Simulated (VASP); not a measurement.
# Al: Al into a neighbouring Al vacancy

How hard is this move in Al: Al into a neighbouring Al vacancy? Both ends are relaxed first, then a band of images between them.

Method: PBEsol; plane waves and PAW (Al), in VASP 6.6.1.

Most raw output is cut from this account.

**1. The host crystal**

It takes space group Fm-3m (No. 225, cubic). Conventional cell: a = 4.050 Å, b = 4.050 Å, c = 4.050 Å, α = 90.00°, β = 90.00°, γ = 90.00°. Nearest to Al lie 12 Al at 2.86 Å.

**2. Relax the host**

The later steps need the crystal at this functional's own lattice; a raised cutoff keeps the stress reliable while the cell changes.

The input, INCAR:

```
SYSTEM = Al
PREC = Accurate
ENCUT = 350
EDIFF = 1E-06
NELM = 120
ISMEAR = 1
SIGMA = 0.15
LREAL = .FALSE.
ALGO = Normal
GGA = PS
NBANDS = 7
LORBIT = 11
LWAVE = .FALSE.
LCHARG = .FALSE.
KPAR = 6
IBRION = 2
NSW = 40
ISIF = 3
EDIFFG = -0.02
POTIM = 0.4
```

The input, POSCAR:

```
Al
1.0
    0.0000000000      2.0250000000      2.0250000000
    2.0250000000      0.0000000000      2.0250000000
    2.0250000000      2.0250000000      0.0000000000
Al
1
Direct
    0.0000000000      0.0000000000      0.0000000000
```

The input, KPOINTS:

```
Automatic mesh
0
Gamma
14 14 14
0 0 0
```

PAW data sets: Al (PBE family, release 64).

On the command line:

```
mpirun -np 6 vasp_std
```

The job ended after 1.2 s (6 MPI ranks of AMD EPYC 9R45, shared host; peak memory 0.53 GiB).

This run has no spin polarisation. Its electron count is odd, so without a moment it is a metal by construction. The PAW data sets were made with PBE, which is usual practice but a small mismatch for other functionals. The run keeps the 48 symmetry operations of its start, so it cannot find a distortion of lower symmetry.

Step by step:

```
step  energy less that of the first step (eV)  largest force (eV/Å)  pressure (GPa)  volume (Å³)
   1                                   0.0000                0.0000           -2.25        16.61
   2                                  -0.0034                0.0000           -0.16        16.16
```

```
conventional cell, symmetrised  before  after  change
                         a (Å)   4.050  4.014  -0.9 %
                         b (Å)   4.050  4.014  -0.9 %
                         c (Å)   4.050  4.014  -0.9 %
              volume (Å³/atom)   16.61  16.16  -2.7 %
```

Final coordinates:

```xyz
1
Lattice="0.0000 2.0068 2.0068 2.0068 0.0000 2.0068 2.0068 2.0068 0.0000" Properties=species:S:1:pos:R:3 pbc="T T T"
Al    0.0000    0.0000    0.0000
```

Numbers from this step:

```yaml
electronic_cycles: 14
electrons: 3
free_energy_toten: -4.084 eV
fermi_energy: 8.124 eV
metallic: yes
```

The run ended after 2 ionic steps, 0.003 eV below its first step, once forces and stress met EDIFFG = -0.02.

**3. Relax the start**

System of this step: Al. The cell holds 31 atoms: 31 Al. Cell: a = 8.027 Å, b = 8.027 Å, c = 8.027 Å, α = 90.0°, β = 90.0°, γ = 90.0°. It derives from Al. Nearest the centre at fractional (0.625, 0.125, 0.000): Al1 at 1.44 Å, Al2 at 2.45 Å, Al12 at 2.46 Å, Al8 at 2.49 Å, Al23 at 2.49 Å, Al3 at 3.16 Å, Al4 at 3.17 Å, Al5 at 3.17 Å.

A path needs two true minima; the start is relaxed with symmetry off.

The input, INCAR:

```
SYSTEM = Al
PREC = Normal
ENCUT = 280
EDIFF = 1E-05
NELM = 120
ISMEAR = 1
SIGMA = 0.15
LREAL = Auto
ALGO = Fast
GGA = PS
LORBIT = 11
LWAVE = .FALSE.
LCHARG = .FALSE.
KPAR = 6
IBRION = 2
NSW = 60
ISIF = 2
EDIFFG = -0.05
POTIM = 0.4
MAXMIX = 40
ISYM = 0
```

The input, POSCAR:

```
Al
1.0
    8.0270485368      0.0000000000      0.0000000000
    0.0000000000      8.0270485368      0.0000000000
    0.0000000000      0.0000000000      8.0270485368
Al
31
Direct
    0.7508610492      0.2520471239      0.0008233090
    0.7467530850      0.0022557628      0.2511121761
   -0.0013378597      0.0014478998      0.0009083598
    0.2507328534      0.2500708162      0.0013621769
    0.4981650688      0.4995940975     -0.0012012368
    0.7514920707      0.7500989706     -0.0007286782
    0.2480518158     -0.0006408140      0.2500202869
    0.4993133145      0.2532242581      0.2525083300
    0.7432449331      0.4952933803      0.2495645421
    0.4989480806      0.0005323077      0.5005414741
    0.7552767558      0.2472293160      0.4990591685
    0.7550897203      0.0016113095      0.7516520727
   -0.0012806858      0.4958936958      0.0004172511
    0.2502716169      0.7469419593     -0.0017023110
   -0.0001795023      0.2476460797      0.2497551529
    0.2502379032      0.5000886658      0.2487385359
    0.5014793683      0.7522204100      0.2507994179
   -0.0020386826      0.0018229671      0.4987506242
    0.2521904953      0.2473295604      0.5022784644
    0.4999500104      0.4968886475      0.4992178957
    0.7501347999      0.7506796803      0.4975528038
    0.2472408961      0.0004972800      0.7488370579
    0.5005867801      0.2518924005      0.7458919213
    0.7506338273      0.5030513008      0.7492586893
   -0.0020202060      0.7518742725      0.2506314812
    0.0022321606      0.4991398689      0.4963079374
    0.2497258998      0.7488891854      0.5019317781
    0.0004824509      0.2459366155      0.7470221606
    0.2522020274      0.5016936861      0.7484047851
    0.4999973868      0.7511101803      0.7511670649
    0.0021832239      0.7506390534      0.7497637280
```

The input, KPOINTS:

```
Automatic mesh
0
Monkhorst-Pack
2 2 2
0 0 0
```

On the command line:

```
mpirun -np 6 vasp_std
```

The job ended after 16 s (6 MPI ranks; peak memory 1.3 GiB; 82 s of CPU time).

Relaxation path:

```
step  energy less that of the first step (eV)  largest force (eV/Å)
   1                                   0.0000                0.3888
   2                                  -0.0599                0.2810
   3                                  -0.1223                0.0983
   4                                  -0.1224                0.1027
   5                                  -0.1279                0.0718
   6                                  -0.1313                0.0497
```

The atoms that moved most (Å):

```
atom      dx      dy      dz  length
 Al8  -0.006  -0.048  -0.039   0.063
Al23   0.003  -0.035   0.051   0.062
 Al9   0.048   0.035   0.002   0.060
Al12  -0.055  -0.012   0.012   0.058
Al22   0.044  -0.004   0.035   0.056
 Al1  -0.033  -0.036  -0.011   0.050
Al14   0.017   0.040   0.012   0.045
 Al7   0.037  -0.001  -0.023   0.043
```

Final coordinates:

```cif
data_structure
_symmetry_space_group_name_H-M 'P 1'
_symmetry_Int_Tables_number 1
_cell_length_a 8.0270
_cell_length_b 8.0270
_cell_length_c 8.0270
_cell_angle_alpha 90.000
_cell_angle_beta 90.000
_cell_angle_gamma 90.000
_cell_volume 517.21
loop_
_atom_site_label
_atom_site_type_symbol
_atom_site_fract_x
_atom_site_fract_y
_atom_site_fract_z
_atom_site_occupancy
Al1 Al 0.74676 0.24750 0.99947 1
Al2 Al 0.74557 0.00099 0.24634 1
Al3 Al 0.99964 0.00003 0.00041 1
Al4 Al 0.25380 0.24654 0.99951 1
Al5 Al 0.49958 0.50061 0.99893 1
Al6 Al 0.74784 0.75231 0.00021 1
Al7 Al 0.25260 0.99928 0.24712 1
Al8 Al 0.49860 0.24719 0.24761 1
Al9 Al 0.74929 0.49963 0.24984 1
Al10 Al 0.49989 0.00004 0.50081 1
Al11 Al 0.75148 0.24994 0.49998 1
Al12 Al 0.74819 0.00011 0.75315 1
Al13 Al 0.99950 0.49920 0.99957 1
Al14 Al 0.25235 0.75190 0.99979 1
Al15 Al 0.00012 0.24966 0.24969 1
Al16 Al 0.24958 0.50041 0.24978 1
Al17 Al 0.49944 0.75293 0.24661 1
Al18 Al 0.99985 0.99918 0.49919 1
Al19 Al 0.25014 0.24941 0.49973 1
Al20 Al 0.50011 0.50033 0.50004 1
Al21 Al 0.75026 0.74960 0.49959 1
Al22 Al 0.25275 0.99999 0.75317 1
Al23 Al 0.50097 0.24752 0.75219 1
Al24 Al 0.75144 0.50097 0.74865 1
Al25 Al 0.99855 0.74919 0.24961 1
Al26 Al 0.00015 0.50000 0.49859 1
Al27 Al 0.25027 0.74936 0.49977 1
Al28 Al 0.00073 0.25049 0.74939 1
Al29 Al 0.25030 0.49972 0.74922 1
Al30 Al 0.50044 0.75381 0.75331 1
Al31 Al 0.00043 0.74916 0.74937 1
```

Numbers from this step:

```
electronic cycles       : 39
electrons               : 93
free energy (TOTEN)     : -125.1812 eV
energy at zero smearing : -125.1556 eV
Fermi energy            : 8.046 eV
```

The run ended after 6 ionic steps, 0.131 eV below its first step, once the forces on the free atoms met EDIFFG = -0.05.

**4. Relax the end**

The end state is relaxed in the same way, so that both ends share their errors.

INCAR is that of step 3.

The input, POSCAR:

```
Al
1.0
    8.0270485368      0.0000000000      0.0000000000
    0.0000000000      8.0270485368      0.0000000000
    0.0000000000      0.0000000000      8.0270485368
Al
31
Direct
    0.4993550604      0.0026304632     -0.0056081741
    0.7496545297      0.0000822223      0.2464486350
    0.0008292303     -0.0016227160      0.0021488466
    0.2496870778      0.2516672460      0.0030368412
    0.5009540981      0.4978180744     -0.0037730397
    0.7543686895      0.7497227071     -0.0017156118
    0.2503594275     -0.0004769158      0.2521231771
    0.5000845346      0.2500342581      0.2482195704
    0.7511699645      0.4974240427      0.2516591140
    0.5037970059     -0.0037988709      0.4938552029
    0.7515370002      0.2563482806      0.4975061199
    0.7468837967      0.0014674608      0.7479052784
   -0.0012608009      0.4991326389      0.0013255235
    0.2489901584      0.7506923662     -0.0004398460
   -0.0021045621      0.2492031286      0.2476320072
    0.2500162326      0.4971998021      0.2472769708
    0.5036301308      0.7498674875      0.2498656990
    0.0012745318     -0.0010485971      0.4994305868
    0.2510592903      0.2507036605      0.4971115243
    0.5020763363      0.4985288866      0.4973686992
    0.7477563981      0.7490269267      0.5040545420
    0.2470710632      0.0003988412      0.7446734485
    0.4999960959      0.2522413379      0.7494103354
    0.7484319145      0.5005768274      0.7517444812
    0.0016535532      0.7549145682      0.2505211566
   -0.0014760347      0.4996861133      0.4998193644
    0.2502709274      0.7499251834      0.5004334493
   -0.0041630496      0.2520670834      0.7485679935
    0.2470769862      0.5015890054      0.7532822176
    0.5012284170      0.7504015406      0.7476773024
    0.0071547277      0.7521932311      0.7471613610
```

KPOINTS is that of step 3.

On the command line:

```
mpirun -np 6 vasp_std
```

Wall time 15 s (6 MPI ranks); peak memory 1.3 GiB.

The steps of the relaxation:

```
step  energy less that of the first step (eV)  largest force (eV/Å)
   1                                   0.0000                0.3300
   2                                  -0.0478                0.2347
   3                                  -0.0857                0.1296
   4                                  -0.0945                0.0833
   5                                  -0.0992                0.0507
   6                                  -0.1010                0.0319
```

The atoms that moved most (Å):

```
atom      dx      dy      dz  length
 Al3  -0.022   0.035  -0.029   0.051
Al31  -0.045  -0.010   0.015   0.049
Al10  -0.023   0.025   0.033   0.048
Al11  -0.013  -0.044   0.010   0.046
Al12   0.023   0.017   0.030   0.042
 Al9  -0.007   0.002  -0.041   0.042
Al21   0.023   0.006  -0.030   0.039
 Al1   0.025   0.003   0.027   0.037
```

The relaxed structure:

```cif
data_structure
_symmetry_space_group_name_H-M 'P 1'
_symmetry_Int_Tables_number 1
_cell_length_a 8.0270
_cell_length_b 8.0270
_cell_length_c 8.0270
_cell_angle_alpha 90.000
_cell_angle_beta 90.000
_cell_angle_gamma 90.000
_cell_volume 517.21
loop_
_atom_site_label
_atom_site_type_symbol
_atom_site_fract_x
_atom_site_fract_y
_atom_site_fract_z
_atom_site_occupancy
Al1 Al 0.50243 0.00298 0.99776 1
Al2 Al 0.74985 0.00286 0.24487 1
Al3 Al 0.99804 0.00274 0.99854 1
Al4 Al 0.24927 0.24985 0.99938 1
Al5 Al 0.50341 0.49690 0.99904 1
Al6 Al 0.75127 0.75081 0.99853 1
Al7 Al 0.25083 0.99932 0.24982 1
Al8 Al 0.50327 0.25002 0.24540 1
Al9 Al 0.75026 0.49765 0.24656 1
Al10 Al 0.50091 0.99932 0.49798 1
Al11 Al 0.74990 0.25092 0.49871 1
Al12 Al 0.74978 0.00362 0.75165 1
Al13 Al 0.99706 0.49740 0.00004 1
Al14 Al 0.25066 0.75095 0.99964 1
Al15 Al 0.99703 0.24970 0.24619 1
Al16 Al 0.24995 0.50036 0.24918 1
Al17 Al 0.50130 0.74949 0.24819 1
Al18 Al 0.00008 0.00032 0.49890 1
Al19 Al 0.24989 0.25052 0.49867 1
Al20 Al 0.49960 0.50012 0.49911 1
Al21 Al 0.75067 0.74984 0.50026 1
Al22 Al 0.25009 0.00090 0.74743 1
Al23 Al 0.50213 0.25085 0.75063 1
Al24 Al 0.74993 0.49779 0.75257 1
Al25 Al 0.00077 0.75057 0.25068 1
Al26 Al 0.00106 0.50063 0.49957 1
Al27 Al 0.25140 0.74965 0.49883 1
Al28 Al 0.99619 0.25085 0.75276 1
Al29 Al 0.24944 0.50022 0.74982 1
Al30 Al 0.49940 0.75048 0.74892 1
Al31 Al 0.00151 0.75095 0.74907 1
```

The run ended after 6 ionic steps, 0.101 eV below its first step, once the forces on the free atoms met EDIFFG = -0.05.

(Continued in part 2 of 2.)

[Lines on the potential files, build, host, timing and source positions are cut from VASP's logs without a mark.]

[Logs are printed without paths, hosts, clocks, repeated set-up lines and the standing remarks that a program may print on its own settings, such as how far it seeks lower states.]

[Hosts, paths, dates, database ids (printed as entryN), source tags and the programs' standing remarks are cut or masked in the printed files.]

[Runs that stopped without an error message from VASP are left out.]
